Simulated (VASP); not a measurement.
Consider the following.

```
AsB
1.0
    0.00000     2.43687     2.43687
    2.43687     0.00000     2.43687
    2.43687     2.43687     0.00000
B As
1 1
Cartesian
  0.00000   0.00000   0.00000
  1.21844   1.21844   1.21844
```

Method: SCAN meta-GGA, VASP's PBE PAW potentials (set 64) (plane waves; VASP). Settings: 520 eV cut-off, 10×10×10 Γ-centred mesh, Gaussian smearing of 0.050 eV, potentials B As.

Question: Predict the energy per atom (σ→0), pressure.

Answer: 
- energy per atom (σ→0): -13.912 eV/atom
- pressure: -7.62 GPa

The absolute energy has meaning only against runs of the same code, potentials and settings.

The compound is BAs in the zinc blende structure. This cell is one point of a volume scan, at 1.06 of the reference volume.
